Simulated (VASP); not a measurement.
Energy against volume of AlN (zinc blende). Method: r2SCAN+rVV10, VASP's PBE PAW potentials (set 64) (plane waves; VASP).

```
V (Å³/atom)  E (eV/atom)
-----------  -----------
9.759           -9.46876
10.070          -9.49003
10.382          -9.49681
10.693          -9.49103
11.005          -9.47441
```

Fit a third-order Birch-Murnaghan equation of state.

The volume per atom comes out as 10.39 Å³/atom and the bulk modulus is 214 GPa. The pressure derivative of the bulk modulus is 3.83 and the lattice constant a is 4.364 Å.

The compound is AlN in the zinc blende structure, a metastable form; wurtzite is the usual one. It was relaxed first.
